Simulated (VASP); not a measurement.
An input for Quantum ESPRESSO's pw.x (written as the equivalent of a VASP run, and not itself run):

```
&CONTROL
  calculation = 'vc-relax'
  pseudo_dir = './pseudo'
  outdir = './out'
  tprnfor = .true.
  tstress = .true.
  nstep = 30
  forc_conv_thr = 0.00039
/
&SYSTEM
  ibrav = 0
  nat = 4
  ntyp = 2
  ecutwfc = 102
  occupations = 'smearing'
  smearing = 'gaussian'
  degauss = 0.003675
  input_dft = 'pbe'
  vdw_corr = 'grimme-d3'
  dftd3_version = 4
  dftd3_threebody = .false.
/
&ELECTRONS
  conv_thr = 7.3e-09
  electron_maxstep = 100
/
&IONS
/
&CELL
  cell_dofree = 'shape'
/
ATOMIC_SPECIES
  Cd 112.414 Cd.upf
  Se 78.971 Se.upf
CELL_PARAMETERS angstrom
     2.2091992   -3.8264450    0.0000000
     2.2091992    3.8264450    0.0000000
     0.0000000    0.0000000    7.2046309
ATOMIC_POSITIONS crystal
  Cd   0.6666670  0.3333330  0.5000604
  Cd   0.3333330  0.6666670  0.0000604
  Se   0.6666670  0.3333330  0.8759396
  Se   0.3333330  0.6666670  0.3759396
K_POINTS automatic
  6 6 3 0 0 0
```

### Question
Translate this input to VASP (INCAR, KPOINTS, POSCAR, choice of POTCAR).

### Answer
This is not unique; one that fits is 
### INCAR
```
EDIFF=1E-7   # SCF stop (eV)
PREC=Accurate
SYSTEM=CdSe
LCHARG=.False.
SIGMA=0.05   # width (eV)
IVDW=12
EDIFFG=-0.01   # ionic stop
LWAVE=.False.
NELM=100   # most electronic steps
ENCUT=520   # plane-wave cut-off (eV)
NSW=30
ISIF=4   # ions and shape, fixed volume
LASPH=.True.   # aspherical one-centre terms
ALGO=Normal   # blocked Davidson
LREAL=.False.
LMAXMIX=4
IBRION=2   # conjugate gradients
GGA=PE   # PBE
ISMEAR=0
```

File KPOINTS:
```
Regular mesh
0
G
 6 6 3
```

POSCAR:
```
CdSe
1.0
  2.2091992192  -3.8264450453   0.0000000000
  2.2091992192   3.8264450453   0.0000000000
  0.0000000000   0.0000000000   7.2046308815
Cd Se
2 2
Direct
  0.6666670000   0.3333330000   0.5000604311
  0.3333330000   0.6666670000   0.0000604311
  0.6666670000   0.3333330000   0.8759395689
  0.3333330000   0.6666670000   0.3759395689
```

POTCAR, in this order: Cd Se (PBE.64 set). Program: vasp_std.

The two are equivalent in intent, not identical: the potentials are each code's own (VASP's PAW set, PseudoDojo norm-conserving files in pw.x), so ENCUT and ecutwfc are chosen apart and not converted; conv_thr bounds pw.x's estimated SCF error, while EDIFF bounds the energy change between steps; forc_conv_thr acts on force components and is met together with etot_conv_thr.

The compound is CdSe in the wurtzite structure. This cell is one point of a volume scan, at 1.06 of the reference volume.
